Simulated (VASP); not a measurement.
All values below come from r2SCAN meta-GGA, VASP's PBE PAW potentials (set 64) (plane waves; VASP).

The input files of a VASP run:

POSCAR:
```
Sn3Te2Se
1
    4.4234565833    -0.0000000000     0.0000000000
   -2.2117282917     3.8308261751    -0.0000000000
    0.0000000000     0.0000000000    10.8187901744
Sn Te Se
3 2 1
Direct
  0.0000000000   0.0000000000   0.5000000000
  0.3333330000   0.6666670000   0.1519188934
  0.6666670000   0.3333330000   0.8480811066
  0.3333330000   0.6666670000   0.6741755935
  0.6666670000   0.3333330000   0.3258244065
  0.0000000000   0.0000000000   0.0000000000
```

KPOINTS:
```
Regular mesh
0
Gamma
7 7 3
0 0 0
```

### INCAR
```
SYSTEM  =  Sn3Te2Se
PREC  =  Accurate; ENCUT  =  400; LREAL  =  .False.
LASPH  =  .True.
EDIFF  =  1E-6; NELM  =  100; ALGO  =  Normal
LMAXMIX  =  4; LMIXTAU  =  .True.
ISMEAR  =  1; SIGMA  =  0.1
METAGGA  =  R2SCAN
IBRION  =  2; NSW  =  60; ISIF  =  3
EDIFFG  =  -0.02
LWAVE  =  .False.; LCHARG  =  .False.
```

POTCAR, in this order: Sn_d Te Se (PBE.64 set). Program: vasp_std.

What VASP printed:

File OSZICAR:
```
       N       E                     dE             d eps       ncg     rms          rms(c)
DAV:   1     0.405748894575E+03    0.40575E+03   -0.25417E+04  1448   0.176E+03
DAV:   2    -0.740362328633E+02   -0.47979E+03   -0.47049E+03  1472   0.465E+02
DAV:   3    -0.147028017313E+03   -0.72992E+02   -0.70906E+02  1804   0.172E+02
DAV:   4    -0.150768979228E+03   -0.37410E+01   -0.37107E+01  1612   0.407E+01
DAV:   5    -0.150908094468E+03   -0.13912E+00   -0.13897E+00  2052   0.814E+00    0.699E+00
DAV:   6    -0.147196145098E+03    0.37119E+01   -0.22553E+00  1972   0.163E+01    0.506E+00
DAV:   7    -0.140442218406E+03    0.67539E+01   -0.16811E+00  1480   0.722E+00    0.162E+00
DAV:   8    -0.141204654647E+03   -0.76244E+00   -0.17728E+00  1504   0.732E+00    0.111E+00
DAV:   9    -0.141002581191E+03    0.20207E+00   -0.11011E-01  1580   0.247E+00    0.686E-01
DAV:  10    -0.141007168297E+03   -0.45871E-02   -0.20325E-02  1620   0.723E-01    0.428E-01
DAV:  11    -0.141176544128E+03   -0.16938E+00   -0.19872E-01  1448   0.269E+00    0.266E-01
DAV:  12    -0.141189659273E+03   -0.13115E-01   -0.18244E-02  1568   0.740E-01    0.139E-01
DAV:  13    -0.141203872628E+03   -0.14213E-01   -0.66082E-03  1512   0.516E-01    0.773E-02
DAV:  14    -0.141205526005E+03   -0.16534E-02   -0.68241E-03  1472   0.523E-01    0.888E-02
DAV:  15    -0.141207407807E+03   -0.18818E-02   -0.11499E-03  1520   0.226E-01    0.490E-02
DAV:  16    -0.141207200269E+03    0.20754E-03   -0.16483E-04  1564   0.724E-02    0.253E-02
DAV:  17    -0.141207379146E+03   -0.17888E-03   -0.68599E-05  1568   0.537E-02    0.897E-03
DAV:  18    -0.141207390267E+03   -0.11121E-04   -0.11037E-05  1620   0.167E-02    0.514E-03
DAV:  19    -0.141207405267E+03   -0.15000E-04   -0.49285E-06  1184   0.160E-02    0.420E-03
DAV:  20    -0.141207417833E+03   -0.12566E-04   -0.12961E-06  1036   0.790E-03    0.355E-03
DAV:  21    -0.141207440524E+03   -0.22690E-04   -0.14672E-05  1496   0.246E-02    0.562E-04
DAV:  22    -0.141207441095E+03   -0.57141E-06   -0.65756E-07   816   0.589E-03
   1 F= -.14120744E+03 E0= -.14120747E+03  d E =-.141207E+03
       N       E                     dE             d eps       ncg     rms          rms(c)
DAV:   1    -0.141208951016E+03   -0.15105E-02   -0.44380E-02  1824   0.206E+00    0.236E-01
DAV:   2    -0.141207781782E+03    0.11692E-02   -0.30148E-03  1828   0.617E-01    0.106E-01
DAV:   3    -0.141207561795E+03    0.21999E-03   -0.10837E-03  1876   0.335E-01    0.319E-02
DAV:   4    -0.141207499274E+03    0.62521E-04   -0.28354E-04  1492   0.114E-01    0.130E-02
DAV:   5    -0.141207587764E+03   -0.88490E-04   -0.10396E-04  1480   0.638E-02    0.747E-03
DAV:   6    -0.141207588213E+03   -0.44967E-06   -0.91727E-06  1320   0.189E-02
   2 F= -.14120759E+03 E0= -.14120762E+03  d E =-.147118E-03
```

File OUTCAR:
```
------------------------ aborting loop because EDIFF is reached ----------------------------------------
  FORCE on cell =-STRESS in cart. coord.  units (eV):
  Direction    XX          YY          ZZ          XY          YZ          ZX
  --------------------------------------------------------------------------------------
  Total        0.0512478      0.0512478     -0.0446050     -0.0000000      0.0000000     -0.0000000
  in kB        0.4486215      0.4486216     -0.3904711     -0.0000000      0.0000000     -0.0000000
  external PRESSURE =       0.1689240 kB  Pullay stress =       0.0000000 kB
  volume of cell :      183.02
      direct lattice vectors                 reciprocal lattice vectors
     4.422659810  0.000000000 -0.000000000     0.226108279  0.130543662 -0.000000000
    -2.211329905  3.830136149  0.000000000    -0.000000000  0.261087325  0.000000000
     0.000000000 -0.000000000 10.804575250     0.000000000  0.000000000  0.092553384
 POSITION                                       TOTAL-FORCE (eV/Angst)
 -----------------------------------------------------------------------------------
      4.42266      0.00000      5.40229        -0.000000     -0.000000      0.000000
     -0.00000      2.55343      1.64211         0.000000     -0.000000      0.007234
      2.21133      1.27671      9.16247         0.000000      0.000000     -0.007234
     -0.00000      2.55343      7.28412        -0.000000      0.000000     -0.002120
      2.21133      1.27671      3.52045         0.000000     -0.000000      0.002120
      4.42266      0.00000     -0.00000        -0.000000      0.000000      0.000000
 -----------------------------------------------------------------------------------
    total drift:                                0.000000      0.000000      0.000000
  FREE ENERGIE OF THE ION-ELECTRON SYSTEM (eV)
  ---------------------------------------------------
  free  energy   TOTEN  =      -141.2075882133 eV

  energy  without entropy=     -141.2076692803  energy(sigma->0) =     -141.20761524

 reached required accuracy - stopping structural energy minimisation
```
(Selected blocks of OUTCAR.)

### CONTCAR
```
Sn3Te2Se
   1.00000000000000
     4.4226598099546601    0.0000000000000104   -0.0000000000000000
    -2.2113299050273123    3.8301361489249524    0.0000000000000000
     0.0000000000000000   -0.0000000000000000   10.8045752504527908
  Sn              Te              Se
     3     2     1
Direct
     1.0000000000000000    0.0000000000000000    0.5000000000000000
     0.3333330000000032    0.6666669999999968    0.1519824926009887
     0.6666669999999968    0.3333330000000032    0.8480175073990114
     0.3333330000000032    0.6666669999999968    0.6741700606701372
     0.6666669999999968    0.3333330000000032    0.3258299393298629
     1.0000000000000000    0.0000000000000000    0.0000000000000000
```

The structure comes from a computed database's Sn3Te2Se entry (P-3m1); how it stands against other phases isn't given here. This run relaxes it. Symmetry was kept, so distortions that lower it aren't found. The start is the result of an earlier pass.
